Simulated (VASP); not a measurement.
Data:

```yaml
crystal:
  lattice:
    - [-3.00215, 3.00215, 3.00215]
    - [3.00215, -3.00215, 3.00215]
    - [3.00215, 3.00215, -3.00215]
  atoms:
    - { symbol: Cs, position: [0.00000, 0.00000, 0.00000] }
```

Level of theory: PBEsol GGA, VASP's PBE PAW potentials (set 64) (plane waves; VASP). Run with PREC = Normal, EDIFF = 1E-5, 400 eV cut-off, 10×10×10 Γ-centred mesh, first-order Methfessel-Paxton smearing of 0.10 eV, potentials Cs_sv.

Unless said otherwise, spin-orbit coupling is left out, though it shifts the bands of the heavy elements here.

Question: What does the run give for the energy per atom (σ→0), band gap (on the k-mesh) with the smallest direct gap where there is one?

Answer: 
```json
{
  "band gap (on the k-mesh)": "none (metal, semimetal or under 0.01 eV)",
  "energy per atom (σ→0)": "-0.938 eV/atom"
}
```

Total energies compare only between runs with the same potentials, cut-off and functional.

The compound is Cs in the bcc structure. It was relaxed first.
